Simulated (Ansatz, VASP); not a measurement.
# SiC in two plane-wave programs, part 2 of 3

Wanted: the spread between two codes on one cell, functional and k mesh. The cell is taken from a series of runs on this material, whose earlier steps may have relaxed, scaled, displaced or heated it; both programs get it as it stands.

VASP 6.6.1 and Ansatz 0.2.0.

So far: Set-up; VASP: zone-centre phonons, LDA.

## (2) VASP: zone-centre phonons, LDA (continued)

Level of this step: LDA; plane waves and PAW (C, Si) (VASP).

OUTCAR, selected parts (step 2):

```text
ion  position               nearest neighbor table
   1  0.667  0.333  0.750-   7 1.88   7 1.88   7 1.88   5 1.91
   2  0.333  0.667  0.250-   8 1.88   8 1.88   8 1.88   6 1.91
   3  1.000  1.000  0.501-   6 1.88   6 1.88   6 1.88   7 1.90
   4  1.000  1.000  0.001-   5 1.88   5 1.88   5 1.88   8 1.90
   5  0.667  0.333  0.937-   4 1.88   4 1.88   4 1.88   1 1.91   8 3.10   8 3.10   8 3.10   7 3.10
                             7 3.10   7 3.10
   6  0.333  0.667  0.437-   3 1.88   3 1.88   3 1.88   2 1.91   7 3.10   7 3.10   7 3.10   8 3.10
                             8 3.10   8 3.10
   7  1.000  1.000  0.687-   1 1.88   1 1.88   1 1.88   3 1.90   6 3.10   6 3.10   6 3.10   5 3.10
                             5 3.10   5 3.10
   8  1.000  1.000  0.187-   2 1.88   2 1.88   2 1.88   4 1.90   5 3.10   5 3.10   5 3.10   6 3.10
                             6 3.10   6 3.10

  LATTYP: Found a hexagonal cell.
 ALAT       =     3.0532195574
 C/A-ratio  =     3.3448079033

 Subroutine GETGRP returns: Found 12 space group operations
 (whereof  6 operations were pure point group operations)

The static configuration has the point symmetry C_3v.
 The point group associated with its full space group is C_6v.

 Found     36 irreducible k-points:

   k-points           NKPTS =     36   k-points in BZ     NKDIM =     36   number of bands    NBANDS=     24

   dimension x,y,z NGX =    24 NGY =   24 NGZ =   84
   dimension x,y,z NGXF=    48 NGYF=   48 NGZF=  168

   ENCUT  =  600.0 eV  44.10 Ry    6.64 a.u.   6.10  6.10 20.40*2*pi/ulx,y,z

   NELECT =      32.0000    total number of electrons

 k-points in reciprocal lattice and weights: Automatic mesh
   0.00000000  0.00000000  0.00000000       0.003
   0.11111111 -0.00000000  0.00000000       0.019
   0.22222222 -0.00000000  0.00000000       0.019
   0.33333333 -0.00000000  0.00000000       0.019
   0.44444444 -0.00000000  0.00000000       0.019
   0.11111111  0.11111111  0.00000000       0.019
   0.22222222  0.11111111  0.00000000       0.037
   0.33333333  0.11111111  0.00000000       0.037
   0.44444444  0.11111111  0.00000000       0.019
[...]
0.33333333  0.22222222  0.50000000       0.037
   0.33333333  0.33333333  0.50000000       0.006

 average (electrostatic) potential at core
       1 -48.9617       2 -48.9617       3 -49.0110       4 -49.0110       5 -81.9138
       6 -81.9138       7 -81.8730       8 -81.8730

   1 f  =   26.763305 THz   168.158804 2PiTHz  892.727758 cm-1   110.684086 meV
             X         Y         Z           dx          dy          dz
      1.526610  0.881389  7.662712     0.000000    0.000000    0.172226
     -0.000000  1.762777  2.556496     0.000000   -0.000000   -0.172226
      1.526610  2.644166  5.115516     0.000000   -0.000000    0.590194
      1.526610  2.644166  0.009299     0.000000   -0.000000   -0.590194
      1.526610  0.881389  9.573119    -0.000000    0.000000    0.205758
     -0.000000  1.762777  4.466903    -0.000000    0.000000   -0.205758
      1.526610  2.644166  7.019600    -0.000000   -0.000000   -0.282264
      1.526610  2.644166  1.913383    -0.000000    0.000000    0.282264

   2 f  =   26.509870 THz   166.566425 2PiTHz  884.274076 cm-1   109.635963 meV
             X         Y         Z           dx          dy          dz
      1.526610  0.881389  7.662712     0.000000    0.000000   -0.587746
     -0.000000  1.762777  2.556496     0.000000    0.000000    0.587746
      1.526610  2.644166  5.115516     0.000000    0.000000    0.174088
      1.526610  2.644166  0.009299     0.000000    0.000000   -0.174088
      1.526610  0.881389  9.573119    -0.000000   -0.000000    0.282255
     -0.000000  1.762777  4.466903    -0.000000    0.000000   -0.282255
      1.526610  2.644166  7.019600    -0.000000   -0.000000    0.211140
      1.526610  2.644166  1.913383    -0.000000   -0.000000   -0.211140

   3 f  =   24.309555 THz   152.741437 2PiTHz  810.879465 cm-1   100.536195 meV
             X         Y         Z           dx          dy          dz
      1.526610  0.881389  7.662712    -0.000000    0.000000   -0.473583
     -0.000000  1.762777  2.556496     0.000000    0.000000   -0.473583
      1.526610  2.644166  5.115516     0.000000   -0.000000    0.519068
      1.526610  2.644166  0.009299     0.000000    0.000000    0.519068
      1.526610  0.881389  9.573119    -0.000000   -0.000000   -0.068957
     -0.000000  1.762777  4.466903    -0.000000    0.000000   -0.068957
      1.526610  2.644166  7.019600    -0.000000   -0.000000    0.039150
      1.526610  2.644166  1.913383    -0.000000   -0.000000    0.039150

   4 f  =   23.771637 THz   149.361602 2PiTHz  792.936470 cm-1    98.311548 meV
             X         Y         Z           dx          dy          dz
      1.526610  0.881389  7.662712    -0.409285    0.000004   -0.000000
     -0.000000  1.762777  2.556496    -0.409285    0.000004    0.000000
      1.526610  2.644166  5.115516    -0.427453    0.000004    0.000000
      1.526610  2.644166  0.009299    -0.427453    0.000004    0.000000
      1.526610  0.881389  9.573119     0.277926   -0.000002   -0.000000
     -0.000000  1.762777  4.466903     0.277926   -0.000002   -0.000000
      1.526610  2.644166  7.019600     0.269307   -0.000002    0.000000
      1.526610  2.644166  1.913383     0.269307   -0.000002   -0.000000

   5 f  =   23.771637 THz   149.361602 2PiTHz  792.936470 cm-1    98.311548 meV
             X         Y         Z           dx          dy          dz
      1.526610  0.881389  7.662712     0.000004    0.409285    0.000000
     -0.000000  1.762777  2.556496     0.000004    0.409285    0.000000
      1.526610  2.644166  5.115516     0.000004    0.427453   -0.000000
      1.526610  2.644166  0.009299     0.000004    0.427453   -0.000000
      1.526610  0.881389  9.573119    -0.000002   -0.277926    0.000000
     -0.000000  1.762777  4.466903    -0.000002   -0.277926    0.000000
      1.526610  2.644166  7.019600    -0.000002   -0.269307   -0.000000
      1.526610  2.644166  1.913383    -0.000002   -0.269307    0.000000

   6 f  =   23.356252 THz   146.751662 2PiTHz  779.080720 cm-1    96.593655 meV
             X         Y         Z           dx          dy          dz
      1.526610  0.881389  7.662712     0.463491    0.000001   -0.000000
     -0.000000  1.762777  2.556496    -0.463491   -0.000001   -0.000000
      1.526610  2.644166  5.115516    -0.385669   -0.000001    0.000000
      1.526610  2.644166  0.009299     0.385669    0.000001    0.000000
      1.526610  0.881389  9.573119    -0.270610   -0.000001   -0.000000
     -0.000000  1.762777  4.466903     0.270610    0.000001   -0.000000
      1.526610  2.644166  7.019600    -0.251407   -0.000001    0.000000
      1.526610  2.644166  1.913383     0.251407    0.000001   -0.000000

   7 f  =   23.356252 THz   146.751662 2PiTHz  779.080720 cm-1    96.593655 meV
             X         Y         Z           dx          dy          dz
      1.526610  0.881389  7.662712    -0.000001    0.463491   -0.000000
     -0.000000  1.762777  2.556496     0.000001   -0.463491   -0.000000
      1.526610  2.644166  5.115516     0.000001   -0.385669   -0.000000
      1.526610  2.644166  0.009299    -0.000001    0.385669    0.000000
      1.526610  0.881389  9.573119     0.000001   -0.270610   -0.000000
     -0.000000  1.762777  4.466903    -0.000001    0.270610   -0.000000
      1.526610  2.644166  7.019600     0.000001   -0.251407    0.000000
      1.526610  2.644166  1.913383    -0.000001    0.251407   -0.000000

   8 f  =   23.148981 THz   145.449338 2PiTHz  772.166892 cm-1    95.736450 meV
             X         Y         Z           dx          dy          dz
      1.526610  0.881389  7.662712    -0.382835   -0.000006   -0.000000
     -0.000000  1.762777  2.556496     0.382835    0.000006    0.000000
      1.526610  2.644166  5.115516    -0.462033   -0.000007   -0.000000
      1.526610  2.644166  0.009299     0.462033    0.000007   -0.000000
      1.526610  0.881389  9.573119    -0.253144   -0.000004   -0.000000
     -0.000000  1.762777  4.466903     0.253144    0.000004   -0.000000
      1.526610  2.644166  7.019600     0.275465    0.000004   -0.000000
      1.526610  2.644166  1.913383    -0.275465   -0.000004   -0.000000

   9 f  =   23.148981 THz   145.449338 2PiTHz  772.166892 cm-1    95.736450 meV
             X         Y         Z           dx          dy          dz
      1.526610  0.881389  7.662712    -0.000006    0.382835   -0.000000
     -0.000000  1.762777  2.556496     0.000006   -0.382835   -0.000000
      1.526610  2.644166  5.115516    -0.000007    0.462033    0.000000
      1.526610  2.644166  0.009299     0.000007   -0.462033    0.000000
      1.526610  0.881389  9.573119    -0.000004    0.253144   -0.000000
     -0.000000  1.762777  4.466903     0.000004   -0.253144   -0.000000
      1.526610  2.644166  7.019600     0.000004   -0.275465    0.000000
      1.526610  2.644166  1.913383    -0.000004    0.275465   -0.000000

  10 f  =   22.837412 THz   143.491694 2PiTHz  761.774082 cm-1    94.447906 meV
             X         Y         Z           dx          dy          dz
      1.526610  0.881389  7.662712     0.438849   -0.000003   -0.000000
     -0.000000  1.762777  2.556496     0.438849   -0.000003   -0.000000
      1.526610  2.644166  5.115516    -0.422083    0.000003   -0.000000
      1.526610  2.644166  0.009299    -0.422083    0.000003   -0.000000
      1.526610  0.881389  9.573119     0.248686   -0.000002    0.000000
     -0.000000  1.762777  4.466903     0.248686   -0.000002    0.000000
      1.526610  2.644166  7.019600    -0.259640    0.000002    0.000000
      1.526610  2.644166  1.913383    -0.259640    0.000002    0.000000

  11 f  =   22.837412 THz   143.491694 2PiTHz  761.774082 cm-1    94.447906 meV
             X         Y         Z           dx          dy          dz
      1.526610  0.881389  7.662712    -0.000003   -0.438849   -0.000000
     -0.000000  1.762777  2.556496    -0.000003   -0.438849   -0.000000
      1.526610  2.644166  5.115516     0.000003    0.422083    0.000000
      1.526610  2.644166  0.009299     0.000003    0.422083    0.000000
    [... 145 further lines ...]
      1.526610  2.644166  7.019600    -0.000000    0.000000    0.418446
      1.526610  2.644166  1.913383    -0.000000    0.000000    0.418446

 MACROSCOPIC STATIC DIELECTRIC TENSOR IONIC CONTRIBUTION
 ------------------------------------------------------
           3.240050     0.000000    -0.000000
           0.000000     3.240050     0.000000
          -0.000000     0.000000     3.849843
 ------------------------------------------------------

 ELASTIC MODULI CONTR FROM IONIC RELAXATION (kBar)
 Direction    XX          YY          ZZ          XY          YZ          ZX
 --------------------------------------------------------------------------------
 XX        -452.6104    243.6364    142.3767     -0.0000      0.0000      0.0000
 YY         243.6364   -452.6104    142.3767      0.0000     -0.0000      0.0000
 ZZ         142.3767    142.3767   -194.8611     -0.0000      0.0000     -0.0000
 XY          -0.0000      0.0000     -0.0000   -348.1234     -0.0000     -0.0000
 YZ           0.0000     -0.0000      0.0000     -0.0000   -109.8072     -0.0000
 ZX           0.0000      0.0000     -0.0000      0.0000     -0.0000   -117.5458
 --------------------------------------------------------------------------------

 PIEZOELECTRIC TENSOR IONIC CONTR  for field in x, y, z        (C/m^2)
          XX          YY          ZZ          XY          YZ          ZX
  --------------------------------------------------------------------------------
  x    -0.00000     0.00000     0.00000    -0.00000     0.00000     0.57958
  y    -0.00000     0.00000    -0.00000     0.00000     0.55997     0.00000
  z     0.59585     0.59585    -0.81317    -0.00000     0.00000    -0.00000
```

Energies printed during the response cycles are not total energies of the cell.

[end of part 2 of 3]

[Lines on the potential files, build, host, timing and source positions are cut from VASP's logs without a mark.]

[Logs are printed without paths, hosts, clocks, repeated set-up lines and the standing remarks that a program may print on its own settings, such as how far it seeks lower states.]

[Hosts, paths, dates, database ids (printed as entryN), source tags and the programs' standing remarks are cut or masked in the printed files.]
